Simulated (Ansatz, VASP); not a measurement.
**Mo: VASP beside Ansatz**

One calculation is typed for both programs; each brings its own data sets. How far apart do they land? The cell is taken from a series of runs on this material, whose earlier steps may have relaxed, scaled, displaced or heated it; both programs get it as it stands.

Program: Ansatz 0.2.0. Level of theory: plane waves, with VASP 6.6.1 beside it; elastic constants at LDA. Results are calculated unless marked as measured.

**1. The structure**

It takes space group Im-3m (No. 229, cubic). Conventional cell: a = 3.110 Å, b = 3.110 Å, c = 3.110 Å, α = 90.00°, β = 90.00°, γ = 90.00°. Mo has 8 Mo at 2.69 Å nearest.

**2. VASP: elastic constants, LDA**

Elastic constants are differences of stresses under small strains, so they test the stress and the mesh.

Lines of VASP's logs that name or quote its potential files are left out, and so is its time.

INCAR

```
SYSTEM = Mo
PREC = Accurate
ENCUT = 500
EDIFF = 1E-08
NELM = 120
ISMEAR = 0
SIGMA = 0.1
LREAL = .FALSE.
ALGO = Normal
GGA = PW92
NBANDS = 13
LASPH = .TRUE.
LORBIT = 11
LWAVE = .FALSE.
LCHARG = .FALSE.
ISIF = 3
IBRION = 6
NFREE = 2
POTIM = 0.015
NSW = 1
GGA_COMPAT = .FALSE.
```

POSCAR

```
Mo
1.0
   -1.5550467502      1.5550467502      1.5550467502
    1.5550467502     -1.5550467502      1.5550467502
    1.5550467502      1.5550467502     -1.5550467502
Mo
1
Direct
    0.0000000000      0.0000000000      0.0000000000
```

KPOINTS

```
Automatic mesh
0
Gamma
10 10 10
0 0 0
```

PAW data sets: Mo_sv (LDA family, release 64).

The run is started by

```
$ mpirun -np 1 vasp_std
```

Numbers of over 12 decimals in the logs are rounded to 6 here.

The program printed:

```text
[banner, memory and clock lines left out]
running    1 mpi-ranks, on    1 nodes
 distrk:  each k-point on    1 cores,    1 groups
 distr:  one band on    1 cores,    1 groups

 POSCAR found type information on POSCAR Mo
 POSCAR found :  1 types and       1 ions
|                                                                             |
|               ----> ADVICE to this user running VASP <----                  |
|                                                                             |
|     You enforced a specific xc type in the INCAR file but a different       |
|     [... a line on the potential file left out ...]
|     I HOPE YOU KNOW WHAT YOU ARE DOING!                                     |
|                                                                             |

 LDA part: xc-table for (Slater(with rela. corr.)+PW92), standard interpolation
 POSCAR, INCAR and KPOINTS ok, starting setup
 FFT: planning ... GRIDC
 FFT: planning ... GRID_SOFT
 FFT: planning ... GRID
 WAVECAR not read
 entering main loop
       N       E                     dE             d eps       ncg     rms          rms(c)
DAV:   1     0.880616026484E+02    0.88062E+02   -0.76940E+03  1243   0.109E+03
DAV:   2    -0.117149449863E+02   -0.99777E+02   -0.95587E+02  1362   0.309E+02
DAV:   3    -0.128135882147E+02   -0.10986E+01   -0.10965E+01  1362   0.332E+01
DAV:   4    -0.128163188683E+02   -0.27307E-02   -0.27306E-02  1322   0.195E+00
DAV:   5    -0.128163381915E+02   -0.19323E-04   -0.19322E-04  1422   0.146E-01    0.169E+01
DAV:   6    -0.121998982463E+02    0.61644E+00   -0.71853E-01  1257   0.109E+01    0.440E+00
DAV:   7    -0.121194078002E+02    0.80490E-01   -0.11259E-01  1327   0.396E+00    0.841E-01
DAV:   8    -0.121131081254E+02    0.62997E-02   -0.43997E-03  1252   0.836E-01    0.198E-01
DAV:   9    -0.121131235654E+02   -0.15440E-04   -0.12774E-04  1384   0.135E-01    0.716E-02
DAV:  10    -0.121131330343E+02   -0.94689E-05   -0.76371E-06  1307   0.314E-02    0.151E-03
DAV:  11    -0.121131330164E+02    0.17900E-07   -0.12784E-07  1382   0.465E-03    0.103E-03
DAV:  12    -0.121131330145E+02    0.19227E-08   -0.28942E-09   776   0.738E-04
   1 F= -.12113133E+02 E0= -.12110948E+02  d E =-.436975E-02
[... from here on, the cycles between the ionic steps are left out ...]
   2 F= -.12109140E+02 E0= -.12106950E+02  d E =-.438047E-02
   3 F= -.12107104E+02 E0= -.12105047E+02  d E =-.411246E-02
   7 F= -.12107104E+02 E0= -.12105047E+02  d E =-.411250E-02
   8 F= -.12112014E+02 E0= -.12109778E+02  d E =-.447337E-02
   9 F= -.12112014E+02 E0= -.12109778E+02  d E =-.447336E-02
  10 F= -.12112014E+02 E0= -.12109778E+02  d E =-.447336E-02
  11 F= -.12112014E+02 E0= -.12109778E+02  d E =-.447337E-02
  12 F= -.12112014E+02 E0= -.12109778E+02  d E =-.447336E-02
  13 F= -.12112014E+02 E0= -.12109778E+02  d E =-.447337E-02
  14 F= -.12113134E+02 E0= -.12110949E+02  d E =-.436975E-02
 Finite differences progress:
  Degree of freedom:   7/  7
  Displacement:        1/  2
  Total:              13/ 14
 bond charge predicted
       N       E                     dE             d eps       ncg     rms          rms(c)
DAV:   1    -0.120980710265E+02    0.15063E-01   -0.51400E+00  1232   0.330E+01    0.209E-01
DAV:   2    -0.121136927086E+02   -0.15622E-01   -0.16811E-01  1257   0.443E+00    0.125E-01
DAV:   3    -0.121131331231E+02    0.55959E-03   -0.14777E-03  1387   0.553E-01    0.216E-02
DAV:   4    -0.121131324083E+02    0.71480E-06   -0.10729E-04  1272   0.112E-01    0.709E-03
DAV:   5    -0.121131331967E+02   -0.78839E-06   -0.19305E-06  1357   0.182E-02    0.296E-03
DAV:   6    -0.121131338959E+02   -0.69918E-06   -0.17952E-07  1262   0.599E-03    0.153E-03
DAV:   7    -0.121131340259E+02   -0.13006E-06   -0.29385E-08  1277   0.226E-03    0.632E-05
DAV:   8    -0.121131340261E+02   -0.13188E-09   -0.37718E-10   616   0.245E-04
  15 F= -.12113134E+02 E0= -.12110949E+02  d E =-.436975E-02
 Finite differences progress:
  Degree of freedom:   7/  7
  Displacement:        2/  2
  Total:              14/ 14
```

From OUTCAR (step 2):

```text
ion  position               nearest neighbor table
   1  0.000  0.000  0.000-

  LATTYP: Found a body centered cubic cell.
 ALAT       =     3.1100935004

 Subroutine GETGRP returns: Found 48 space group operations
 (whereof 48 operations were pure point group operations)

The static configuration has the point symmetry O_h .

 Found     47 irreducible k-points:

   k-points           NKPTS =     47   k-points in BZ     NKDIM =     47   number of bands    NBANDS=     13

   dimension x,y,z NGX =    20 NGY =   20 NGZ =   20
   dimension x,y,z NGXF=    40 NGYF=   40 NGZF=   40

   ENCUT  =  500.0 eV  36.75 Ry    6.06 a.u.   4.91  4.91  4.91*2*pi/ulx,y,z

   NELECT =      14.0000    total number of electrons

 k-points in reciprocal lattice and weights: Automatic mesh
   0.00000000  0.00000000  0.00000000       0.001
   0.10000000  0.00000000  0.00000000       0.012
   0.20000000  0.00000000  0.00000000       0.012
   0.30000000  0.00000000  0.00000000       0.012
   0.40000000  0.00000000  0.00000000       0.012
   0.50000000  0.00000000  0.00000000       0.006
   0.10000000  0.10000000  0.00000000       0.024
   0.20000000  0.10000000  0.00000000       0.048
   0.30000000  0.10000000 -0.00000000       0.048
[...]
0.50000000  0.50000000  0.40000000       0.012
   0.50000000  0.50000000  0.50000000       0.001

 average (electrostatic) potential at core
       1 -68.5877

 E-fermi :  13.2239

 k-point     1 :       0.0000    0.0000    0.0000
  band No.  band energies     occupation
    ...
      4     -21.1723      2.00000
      5       5.7529      2.00000
      6      11.6576      2.00000
      7      11.6576      2.00000
      8      11.6576      2.00000
      9      14.8063      0.00000
     10      14.8063      0.00000
     11      27.9786      0.00000
     12      27.9786      0.00000
     13      27.9786      0.00000

 k-point     2 :       0.1000    0.0000    0.0000
  band No.  band energies     occupation
    ...
      4     -21.1737      2.00000
      5       6.2057      2.00000
      6      11.4012      2.00000
      7      11.6039      2.00000
      8      12.0946      2.00000
      9      14.4636      0.00000
     10      14.8151      0.00000
     11      28.3051      0.00000
     12      28.7517      0.00000
     13      28.8710      0.00000

 k-point     3 :       0.2000    0.0000    0.0000
  band No.  band energies     occupation
    ...
      3     -21.3527      2.00000
      4     -21.1775      2.00000
      5       7.2840      2.00000
      6      10.7945      2.00000
      7      11.4104      2.00000
      8      13.3454      0.08574
      9      14.1696      0.00000
     10      14.8902      0.00000
     11      28.5321      0.00000
     12      30.0596      0.00000
    ...

  Total        0.0567351      0.0567351      0.0567351     -0.0000000     -0.0000000      0.0000000
  in kB        6.0432699      6.0432699      6.0432699     -0.0000000     -0.0000000      0.0000000
  external PRESSURE =       6.0432699 kB  Pullay stress =       0.0000000 kB

  energy-cutoff  :      500.00
  volume of cell :       15.04
      direct lattice vectors                 reciprocal lattice vectors
    -1.555046750  1.555046750  1.555046750     0.000000000  0.321533742  0.321533742
     1.555046750 -1.555046750  1.555046750     0.321533742  0.000000000  0.321533742
     1.555046750  1.555046750 -1.555046750     0.321533742  0.321533742  0.000000000

 POSITION                                       TOTAL-FORCE (eV/Angst)
 -----------------------------------------------------------------------------------
     -0.01500      0.00000      0.00000         0.000000     -0.000000     -0.000000
 -----------------------------------------------------------------------------------
    total drift:                                0.000009      0.000000      0.000000

  FREE ENERGIE OF THE ION-ELECTRON SYSTEM (eV)
  ---------------------------------------------------
  free  energy   TOTEN  =       -12.1131340261 eV

  energy  without entropy=      -12.1087642798  energy(sigma->0) =      -12.11094915

  SYMMETRIZED ELASTIC MODULI (kBar)
 Direction    XX          YY          ZZ          XY          YZ          ZX
 --------------------------------------------------------------------------------
 XX        4764.5767   1988.5801   1988.5801      0.0000     -0.0000     -0.0000
 YY        1988.5801   4764.5767   1988.5801     -0.0000      0.0000     -0.0000
 ZZ        1988.5801   1988.5801   4764.5767     -0.0000      0.0000     -0.0000
 XY           0.0000     -0.0000     -0.0000   1066.7655      0.0000      0.0000
 YZ          -0.0000      0.0000      0.0000      0.0000   1066.7655      0.0000
 ZX          -0.0000     -0.0000     -0.0000      0.0000      0.0000   1066.7655
 --------------------------------------------------------------------------------

 Eigenvectors and eigenvalues of the dynamical matrix
 ----------------------------------------------------

   1 f  =    0.000000 THz     0.000000 2PiTHz    0.000000 cm-1     0.000000 meV
             X         Y         Z           dx          dy          dz
      0.000000  0.000000  0.000000     0.781496   -0.623910    0.000000

   2 f  =    0.000000 THz     0.000000 2PiTHz    0.000000 cm-1     0.000000 meV
             X         Y         Z           dx          dy          dz
      0.000000  0.000000  0.000000    -0.623910   -0.781496    0.000000

   3 f  =    0.000000 THz     0.000000 2PiTHz    0.000000 cm-1     0.000000 meV
             X         Y         Z           dx          dy          dz
      0.000000  0.000000  0.000000     0.000000    0.000000    1.000000

 ELASTIC MODULI CONTR FROM IONIC RELAXATION (kBar)
 Direction    XX          YY          ZZ          XY          YZ          ZX
 --------------------------------------------------------------------------------
 XX           0.0000      0.0000      0.0000      0.0000      0.0000      0.0000
 YY           0.0000      0.0000      0.0000      0.0000      0.0000      0.0000
 ZZ           0.0000      0.0000      0.0000      0.0000      0.0000      0.0000
 XY           0.0000      0.0000      0.0000      0.0000      0.0000      0.0000
 YZ           0.0000      0.0000      0.0000      0.0000      0.0000      0.0000
 ZX           0.0000      0.0000      0.0000      0.0000      0.0000      0.0000
 --------------------------------------------------------------------------------

 TOTAL ELASTIC MODULI (kBar)
 Direction    XX          YY          ZZ          XY          YZ          ZX
 --------------------------------------------------------------------------------
 XX        4764.5767   1988.5801   1988.5801      0.0000     -0.0000     -0.0000
 YY        1988.5801   4764.5767   1988.5801     -0.0000      0.0000     -0.0000
 ZZ        1988.5801   1988.5801   4764.5767     -0.0000      0.0000     -0.0000
 XY           0.0000     -0.0000     -0.0000   1066.7655      0.0000      0.0000
 YZ          -0.0000      0.0000      0.0000      0.0000   1066.7655      0.0000
 ZX          -0.0000     -0.0000     -0.0000      0.0000      0.0000   1066.7655
 --------------------------------------------------------------------------------

 total charge
# of ion       s       p       d       tot
------------------------------------------
    1        2.398   6.212   4.011  12.622

[... 3 further parts left out ...]
```

CONTCAR:

```
Mo
   1.00000000000000
    -1.5550467502000000    1.5550467502000000    1.5550467502000000
     1.5550467502000000   -1.5550467502000000    1.5550467502000000
     1.5550467502000000    1.5550467502000000   -1.5550467502000000
  Mo
     1
Direct
     0.0000000000000000   -0.0048230061244367   -0.0048230061244367
```

The k-mesh is coarse for a metal.

Levels, forces or a CONTCAR printed for this step are those of its last displaced cell, not of the structure at rest.

[end of part 1 of 2]

[Lines on the potential files, build, host, timing and source positions are cut from VASP's logs without a mark.]

[Logs are printed without paths, hosts, clocks, repeated set-up lines and the standing remarks that a program may print on its own settings, such as how far it seeks lower states.]

[Hosts, paths, dates, database ids (printed as entryN), source tags and the programs' standing remarks are cut or masked in the printed files.]
